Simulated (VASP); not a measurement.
Consider the following.

```xyz
2
Lattice="0.0000 2.7490 2.7490 2.7490 0.0000 2.7490 2.7490 2.7490 0.0000" Properties=species:S:1:pos:R:3 pbc="T T T"
Al     4.1236     4.1236     4.1236
Al     2.7490     2.7490     2.7490
```

All values below come from PBEsol GGA, VASP's PBE PAW potentials (set 64) (plane waves; VASP). Run with 400 eV cut-off, 10×10×10 Γ-centred mesh, first-order Methfessel-Paxton smearing of 0.10 eV, potentials Al.

Energy and stress use the plane-wave basis of the starting cell.

Question: The ions, cell shape and volume are relaxed. Which structure does the run end with?

Answer: 
```xyz
2
Lattice="0.0000 2.9946 2.9946 2.9946 0.0000 2.9946 2.9946 2.9946 0.0000" Properties=species:S:1:pos:R:3 pbc="T T T"
Al     4.4919     4.4919     4.4919
Al     2.9946     2.9946     2.9946
```
Space group Fd-3m (227), at a tolerance of 0.03 Å.

Question: How do energy and volume change from the first to the last step?

Answer: The energy (σ→0) changes by -270.2 meV/atom and the volume by +29.3 %, in 5 ionic steps.

```tsv
step	E(σ→0) (eV)	max force (eV/Å)	pressure (GPa)	volume (Å³)
1	-5.9674	0.000	17.54	41.55
2	-6.4873	0.000	-1.97	56.78
3	-6.5078	0.000	0.11	53.56
4	-6.5078	0.000	-0.09	53.82
5	-6.5078	0.000	0.00	53.71
```

The structure was generated: Al was put into the diamond type (Fd-3m), which need not be its known phase. This run relaxes it. Symmetry was kept, so distortions that lower it aren't found.
